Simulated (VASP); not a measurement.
Here is the system:

```
Er
1.0
    1.78783    -3.09661     0.00000
    1.78783     3.09661     0.00000
    0.00000     0.00000     5.51807
Er
2
Direct
  0.33333   0.66667   0.25000
  0.66667   0.33333   0.75000
```

Level of theory: PW91 GGA, VASP's PBE PAW potentials (set 64) (plane waves; VASP 6.6.1). Numerical set-up: 520 eV cut-off, Gaussian smearing of 0.050 eV, potentials Er_3.

The 4f electrons are frozen in the core of the lanthanide potential, so 4f levels, which can set the real gap, and their magnetism are missing.

Problem. Estimate the band gap (along the path) with the smallest direct gap where there is one.

Solution. 
- band gap (along the path) = none (metal, semimetal or under 0.01 eV)

Total energies compare only between runs with the same potentials, cut-off and functional.

The compound is Er in the hcp structure. It was relaxed first.
